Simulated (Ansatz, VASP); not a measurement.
**C (Diamond) in two plane-wave programs**

One calculation is typed for both programs; each brings its own data sets. How far apart do they land? The cell is taken from a series of runs on this material, whose earlier steps may have relaxed, scaled, displaced or heated it; both programs get it as it stands.

Calculated with Ansatz 0.2.0; plane waves, with VASP 6.6.1 beside it; single point at LDA.

**1. The structure**

It takes space group Fd-3m (No. 227, cubic). The conventional cell has a = 3.508 Å, b = 3.508 Å, c = 3.508 Å, α = 90.00°, β = 90.00°, γ = 90.00°. C has 4 C at 1.52 Å nearest.

**2. Ansatz: single point, LDA, pair 1**

Ansatz runs on its PAW soft_1 files.

With cell and atoms fixed, the geometry can't cause a difference; cores, projectors, grids and the points listed under the comparison can.

File input.yaml:

```yaml
crystal:
  lattice:
    - [0.0, 1.7538823694, 1.7538823694]
    - [1.7538823694, 0.0, 1.7538823694]
    - [1.7538823694, 1.7538823694, 0.0]
  atoms:
    - { symbol: C, position: [0.5, 0.5, 0.5] }
    - { symbol: C, position: [0.75, 0.75, 0.75] }
kpoints:
  mp_grid: { grid: [12, 12, 12] }
hamiltonian:
  xc: lda
  pseudopotentials: { kind: paw, azcp: { folder: soft_1 }, xc_functional: pbe }
scf:
  occupations: { method: fixed }
output:
  forces: true
  stress: true
  eigenvalues: true
```

Run with:

```bash
$ ansatz run input.yaml --threads 4 --pin off --max-ram 10240MiB --backend cpu --events-out ev --progress --plain --runs-dir out
```

Numbers of over 12 decimals in the logs are rounded to 6 here.

Output:

```text
Engine: ansatz 0.2.0, x86_64-unknown-linux-gnu
Pseudopotentials: kind: paw
Pseudopotential: C, paw, valence charge 4, recommended cutoff 420 eV (normal), soft_1/C.paw.azcp
Functional definition: SPW92
  exchange = slater_x
  correlation = pw_c
Crystal: 2 atoms, lattice volume = 10.790 Å³
Basis set: ecut = 420 eV, 181 PW (Γ)
Bands: 8, of which v1, the nominal top of the filled ones, is band 4 counted from 1 (3 counted from 0)
Symmetry: 48 space group operations
Space group: Fd-3m (ITA 227), of the structure as read, at distance tolerance 2.2e-5 Å
k-points: 72 of 1728
Non-local potential: C, projectors of the file, l = 0: 2, l = 1: 2, l = 2: 1
PAW form: soft (Blöchl's): semilocal exchange-correlation on the pseudo side does not see the compensation charge
PAW frozen core: C, regenerated for the run's functional, and the local potential with it (the file was generated under x = pbe(κ = 0.804, μ = 0.219515), c = pbe(β = 0.066725))
PAW one-centre angular grid: C, 110 points (default); XC on 64 Gauss nodes
Initial density: superposition of atomic densities (chi_scale 0.1, normalization cell)
Initial wavefunctions: pseudopotential atomic-orbital guess
Functional: x = slater, c = lda
SCF iter   1: F=—  HF=-486.753367 eV  |F-HF|=—  |Δ(HF+E_count)|=         —  Δρ=1.52e-1  dr2=1.77e0  ethr=3.10e-3  ⟨swp⟩=3.9  Hψ=3319  notcnv=0  defer=120
preconditioner: auto → none  [insulator: Δε(μ)=5.101 eV  Ē_g=20.299 eV  n_scr=0 (ndim 8)  ℏωp=32.0 eV  f_vac=0.000  ε∞_Penn≈3.5]
SCF iter   2: F=—  HF=-486.066282 eV  |F-HF|=—  |Δ(HF+E_count)|=   6.87e-1  Δρ=5.73e-2  dr2=2.22e-1  ethr=3.10e-3  ⟨swp⟩=2.6  Hψ=1562  notcnv=0  defer=113
SCF iter   3: F=—  HF=-485.983794 eV  |F-HF|=—  |Δ(HF+E_count)|=   8.25e-2  Δρ=5.82e-3  dr2=1.07e-3  ethr=2.77e-3  ⟨swp⟩=2.7  Hψ=1014  notcnv=0  defer=131
SCF iter   4: F=—  HF=-485.983860 eV  |F-HF|=—  |Δ(HF+E_count)|=   6.59e-5  Δρ=1.10e-4  dr2=4.04e-7  ethr=1.33e-5  ⟨swp⟩=2.8  Hψ=876  notcnv=0  defer=140
SCF iter   5: F=—  HF=-485.983861 eV  |F-HF|=—  |Δ(HF+E_count)|=   1.41e-6  Δρ=3.52e-5  dr2=2.96e-8  ethr=1.25e-9  ⟨swp⟩=6.1  Hψ=3028  notcnv=0
SCF iter   6: F=-485.983861 eV  HF=-485.983861 eV  |F-HF|=1.52e-10  |Δ(HF+E_count)|=   1.26e-9  Δρ=3.86e-6  dr2=4.67e-10  ethr=3.70e-10  ⟨swp⟩=2.0  Hψ=1731  notcnv=0
SCF 1 converged in 6 iterations: F = -485.983861 eV  dr2 = 4.67e-10
  greatest PAW one-centre occupation: 0.647 electrons in one spin orbital (limit 2), on the C atom at site 1 (counted from 0), in its partial waves of l = 0
SCF converged after 6 iterations
Free energy (F): -485.983861 eV
Harris-Foulkes:  -485.983861 eV  (|F-HF|=1.52e-10)
Internal energy: -485.983861 eV  (E = F + TS)
E sigma→0 (E₀):  -485.983861 eV
Fermi energy:    14.013439 eV
--- Per-component energies (eV) ---
  E_band       = 38.320023
  E_kinetic    = 183.068529
  E_local      = -108.290793  (includes V_loc(G=0)·N_el)
  E_nonlocal   = 48.216242
  E_hartree    = 25.558677
  E_xc         = -95.566318
  E_vxc        = -118.389971  (∫ρ·V_xc dr)
  E_paw        = -185.284341  (= ΣΔE_a)
  E_vpaw       = -17.401349  (= ΣTr[D̂ρ^β])
  E_aug_tail   = 0.000038  (compensation charges beyond the density's cutoff)
  E_ewald      = -353.811560
  E_core_change = 0.125665  (= ΣΔE_core)
  E_smearing   = -0.000000  (= −TS)
  E_closure    = -0.000000  (closes the sum)
  Σ components = -485.983861   (vs F -485.983861, Δ=0.00e0)
--- Forces (eV/Å), atoms counted from 1 ---
  atom   1  C     -0.00000000    -0.00000000     0.00000000
  atom   2  C     -0.00000000    -0.00000000     0.00000000
  max |Σ_I F_I| component: 2.22e-16 eV/Å
--- Stress (GPa, compression-positive) ---
        9.790726       0.000000      -0.000000
       -0.000000       9.790726       0.000000
       -0.000000      -0.000000       9.790726
  P = ⅓ Tr σ = 9.7907 GPa (97.907 kbar)
--- Band table (eV; the first three rows and the last of 72) ---
  k-point 0: bands = ["-8.0031", "14.0134", "14.0134", "14.0134", "19.6938", "19.6938", "19.6938", "28.6401"]
  k-point 1: bands = ["-7.8045", "12.7484", "13.6724", "13.6724", "20.1373", "20.1373", "20.4692", "28.7335"]
  k-point 2: bands = ["-7.2104", "10.1485", "12.9357", "12.9357", "21.0932", "21.0932", "21.7084", "28.9958"]
  k-point 71: bands = ["1.9494", "1.9494", "5.2082", "5.2082", "24.6854", "24.6854", "26.9740", "26.9740"]
```

The column dr2 measures how far the density is from self-consistency, as an energy; F and HF (Harris–Foulkes) agree once it is small.

The run ends at a pressure of 9.79 GPa.

**3. VASP: single point, LDA, pair 1**

The same cell, functional (in two slightly different forms) and mesh now go to VASP, with its own data sets.

Lines of VASP's logs that name or quote its potential files are left out, and so is its time.

File INCAR:

```
SYSTEM = C
PREC = Accurate
ENCUT = 600
EDIFF = 1E-06
NELM = 120
ISMEAR = 0
SIGMA = 0.01
LREAL = .FALSE.
ALGO = Normal
GGA = PW92
NBANDS = 10
LORBIT = 11
LWAVE = .FALSE.
LCHARG = .FALSE.
ISIF = 2
LASPH = .TRUE.
GGA_COMPAT = .FALSE.
EFERMI = MIDGAP
```

File POSCAR:

```
C
1.0
    0.0000000000      1.7538823694      1.7538823694
    1.7538823694      0.0000000000      1.7538823694
    1.7538823694      1.7538823694      0.0000000000
C
2
Direct
    0.5000000000      0.5000000000      0.5000000000
    0.7500000000      0.7500000000      0.7500000000
```

File KPOINTS:

```
Automatic mesh
0
Gamma
12 12 12
0 0 0
```

PAW data sets: C (LDA family, release 64).

Run with:

```bash
$ mpirun -np 1 vasp_std
```

Output:

```text
[banner, memory and clock lines left out]
running    1 mpi-ranks, on    1 nodes
 distrk:  each k-point on    1 cores,    1 groups
 distr:  one band on    1 cores,    1 groups

 POSCAR found type information on POSCAR C
 POSCAR found :  1 types and       2 ions
|                                                                             |
|               ----> ADVICE to this user running VASP <----                  |
|                                                                             |
|     You enforced a specific xc type in the INCAR file but a different       |
|     [... a line on the potential file left out ...]
|     I HOPE YOU KNOW WHAT YOU ARE DOING!                                     |
|                                                                             |

 LDA part: xc-table for (Slater(with rela. corr.)+PW92), standard interpolation
 POSCAR, INCAR and KPOINTS ok, starting setup
 FFT: planning ... GRIDC
 FFT: planning ... GRID_SOFT
 FFT: planning ... GRID
 WAVECAR not read
 entering main loop
       N       E                     dE             d eps       ncg     rms          rms(c)
DAV:   1    -0.677597770915E+00   -0.67760E+00   -0.52352E+03  1482   0.862E+02
DAV:   2    -0.208120423453E+02   -0.20134E+02   -0.19634E+02  2010   0.136E+02
DAV:   3    -0.211863192540E+02   -0.37428E+00   -0.37354E+00  1702   0.148E+01
DAV:   4    -0.211870648837E+02   -0.74563E-03   -0.74558E-03  1550   0.799E-01
DAV:   5    -0.211870659459E+02   -0.10622E-05   -0.10622E-05  1662   0.293E-02    0.605E+00
DAV:   6    -0.205067156934E+02    0.68035E+00   -0.39115E-01  1496   0.466E+00    0.350E+00
DAV:   7    -0.202706760921E+02    0.23604E+00   -0.45766E-01  1564   0.505E+00    0.783E-01
DAV:   8    -0.202705525958E+02    0.12350E-03   -0.95749E-03  1536   0.889E-01    0.268E-02
DAV:   9    -0.202705399064E+02    0.12689E-04   -0.34649E-05  1592   0.503E-02    0.195E-02
DAV:  10    -0.202705412282E+02   -0.13218E-05   -0.17715E-06  1570   0.122E-02    0.466E-03
DAV:  11    -0.202705411647E+02    0.63494E-07   -0.56782E-08   788   0.202E-03
   1 F= -.20270541E+02 E0= -.20270541E+02  d E =0.000000E+00
```

OUTCAR, selected parts (step 3):

```text
ion  position               nearest neighbor table
   1  0.500  0.500  0.500-   2 1.52   2 1.52   2 1.52   2 1.52
   2  0.750  0.750  0.750-   1 1.52   1 1.52   1 1.52   1 1.52

  LATTYP: Found a face centered cubic cell.
 ALAT       =     3.5077647388

 Subroutine GETGRP returns: Found 48 space group operations
 (whereof 24 operations were pure point group operations)

The static configuration has the point symmetry T_d .
 The point group associated with its full space group is O_h .

 Found     72 irreducible k-points:

   k-points           NKPTS =     72   k-points in BZ     NKDIM =     72   number of bands    NBANDS=     10

   dimension x,y,z NGX =    20 NGY =   20 NGZ =   20
   dimension x,y,z NGXF=    40 NGYF=   40 NGZF=   40

   ENCUT  =  600.0 eV  44.10 Ry    6.64 a.u.   4.95  4.95  4.95*2*pi/ulx,y,z

   NELECT =       8.0000    total number of electrons

 k-points in reciprocal lattice and weights: Automatic mesh
   0.00000000  0.00000000  0.00000000       0.001
   0.08333333  0.00000000  0.00000000       0.005
   0.16666667  0.00000000  0.00000000       0.005
   0.25000000  0.00000000  0.00000000       0.005
   0.33333333  0.00000000  0.00000000       0.005
   0.41666667  0.00000000  0.00000000       0.005
   0.50000000  0.00000000  0.00000000       0.002
   0.08333333  0.08333333  0.00000000       0.003
   0.16666667  0.08333333  0.00000000       0.014
[...]
-0.33333333  0.50000000  0.16666667       0.007
  -0.25000000  0.50000000  0.25000000       0.003

 average (electrostatic) potential at core
       1 -48.7814       2 -48.7814

 E-fermi :  12.5861

 k-point     1 :       0.0000    0.0000    0.0000
  band No.  band energies     occupation
      1     -11.5324      2.00000
      2      10.4587      2.00000
      3      10.4587      2.00000
      4      10.4587      2.00000
      5      16.1458      0.00000
      6      16.1458      0.00000
      7      16.1458      0.00000
      8      25.1769      0.00000
      9      30.1421      0.00000
    ...

 k-point     2 :       0.0833    0.0000    0.0000
  band No.  band energies     occupation
      1     -11.3337      2.00000
      2       9.1969      2.00000
      3      10.1188      2.00000
      4      10.1188      2.00000
      5      16.5900      0.00000
      6      16.5900      0.00000
      7      16.9236      0.00000
      8      25.2677      0.00000
      9      30.4550      0.00000
    ...

 k-point     3 :       0.1667    0.0000    0.0000
  band No.  band energies     occupation
      1     -10.7401      2.00000
      2       6.5992      2.00000
      3       9.3850      2.00000
      4       9.3850      2.00000
      5      17.5474      0.00000
      6      17.5474      0.00000
      7      18.1677      0.00000
      8      25.5216      0.00000
      9      31.1086      0.00000
    ...

  Total        0.6743262      0.6743262      0.6743262     -0.0000000      0.0000000      0.0000000
  in kB      100.1265395    100.1265395    100.1265395     -0.0000000      0.0000000      0.0000000
  external PRESSURE =     100.1265395 kB  Pullay stress =       0.0000000 kB

  energy-cutoff  :      600.00
  volume of cell :       10.79
      direct lattice vectors                 reciprocal lattice vectors
     0.000000000  1.753882369  1.753882369    -0.285081833  0.285081833  0.285081833
     1.753882369  0.000000000  1.753882369     0.285081833 -0.285081833  0.285081833
     1.753882369  1.753882369  0.000000000     0.285081833  0.285081833 -0.285081833

 POSITION                                       TOTAL-FORCE (eV/Angst)
 -----------------------------------------------------------------------------------
      1.75388      1.75388      1.75388        -0.000000     -0.000000     -0.000000
      2.63082      2.63082      2.63082         0.000000      0.000000      0.000000
 -----------------------------------------------------------------------------------
    total drift:                                0.000000     -0.000000      0.000000

  FREE ENERGIE OF THE ION-ELECTRON SYSTEM (eV)
  ---------------------------------------------------
  free  energy   TOTEN  =       -20.2705411647 eV

  energy  without entropy=      -20.2705411647  energy(sigma->0) =      -20.27054116

 total charge
# of ion       s       p       d       tot
------------------------------------------
    1        0.826   1.808   0.000   2.634
    2        0.826   1.808   0.000   2.634
--------------------------------------------------
tot          1.652   3.616   0.000   5.268

[... 3 further parts left out ...]
```

The run ends at a pressure of 10.01 GPa.

**4. Differences**

Known differences besides the potentials themselves: fixed occupations in Ansatz, narrow Gaussian smearing in VASP; the cutoff is 420 eV in Ansatz and 600 eV in VASP; VASP's log shows a relativistic correction to its local exchange, Ansatz's none. Total energies have different zeros and are not compared.

Compared:

| quantity | Ansatz | VASP | difference |
| --- | --- | --- | --- |
| pressure (GPa) | 9.79 | 10.01 | -0.22 |
| gap on the k mesh (eV) | 4.254 | 4.255 | -0.001 |

A gap on the mesh is an upper bound, since the band edges may lie between its points.

**5. VASP: single point, LDA, pair 2**

A single point gives forces, pressure and levels at one fixed geometry, so differences don't come from the geometry; what else differs is listed under the comparison. The cell compared in this pair holds 10.57 Å³, against 10.79 Å³ for the pair before.

INCAR is that of step 3.

File POSCAR:

```
C
1.0
    0.0000000000      1.7418690995      1.7418690995
    1.7418690995      0.0000000000      1.7418690995
    1.7418690995      1.7418690995      0.0000000000
C
2
Direct
    0.5000000000      0.5000000000      0.5000000000
    0.7500000000      0.7500000000      0.7500000000
```

KPOINTS is that of step 3.

Run with:

```bash
$ mpirun -np 1 vasp_std
```

Output:

```text
[banner, memory and clock lines left out]
running    1 mpi-ranks, on    1 nodes
[...]
[... a notice as in an earlier step ...]

 LDA part: xc-table for (Slater(with rela. corr.)+PW92), standard interpolation
 POSCAR, INCAR and KPOINTS ok, starting setup
[...]
entering main loop
       N       E                     dE             d eps       ncg     rms          rms(c)
DAV:   1     0.118283928607E-01    0.11828E-01   -0.52847E+03  1506   0.866E+02
DAV:   2    -0.208839434652E+02   -0.20896E+02   -0.20382E+02  2038   0.139E+02
DAV:   3    -0.212139084955E+02   -0.32997E+00   -0.32941E+00  1702   0.144E+01
DAV:   4    -0.212145156118E+02   -0.60712E-03   -0.60707E-03  1550   0.725E-01
[...]
DAV:   9    -0.202481748983E+02    0.13853E-04   -0.36570E-05  1626   0.515E-02    0.199E-02
DAV:  10    -0.202481761874E+02   -0.12891E-05   -0.18008E-06  1550   0.123E-02    0.476E-03
DAV:  11    -0.202481761274E+02    0.60017E-07   -0.56180E-08   784   0.201E-03
   1 F= -.20248176E+02 E0= -.20248176E+02  d E =0.000000E+00
```

Parts of OUTCAR (step 5):

```text
  Total        1.3736638      1.3736638      1.3736638      0.0000000      0.0000000      0.0000000
  in kB      208.2161918    208.2161918    208.2161918      0.0000000      0.0000000      0.0000000
  external PRESSURE =     208.2161918 kB  Pullay stress =       0.0000000 kB

 POSITION                                       TOTAL-FORCE (eV/Angst)
 -----------------------------------------------------------------------------------
      1.74187      1.74187      1.74187         0.000000      0.000000      0.000000
      2.61280      2.61280      2.61280        -0.000000     -0.000000     -0.000000
 -----------------------------------------------------------------------------------
    total drift:                                0.000000     -0.000000      0.000000

  FREE ENERGIE OF THE ION-ELECTRON SYSTEM (eV)
  ---------------------------------------------------
  free  energy   TOTEN  =       -20.2481761274 eV

  energy  without entropy=      -20.2481761274  energy(sigma->0) =      -20.24817613

[... 1 part as in an earlier step ...]

[... 2 further parts left out ...]
[key lines of the parts left out:]
E-fermi :  12.9279
```

The run ends at a pressure of 20.82 GPa.

[end of part 1 of 2]

[Lines on the potential files, build, host, timing and source positions are cut from VASP's logs without a mark.]

[Logs are printed without paths, hosts, clocks, repeated set-up lines and the standing remarks that a program may print on its own settings, such as how far it seeks lower states.]

[Hosts, paths, dates, database ids (printed as entryN), source tags and the programs' standing remarks are cut or masked in the printed files.]
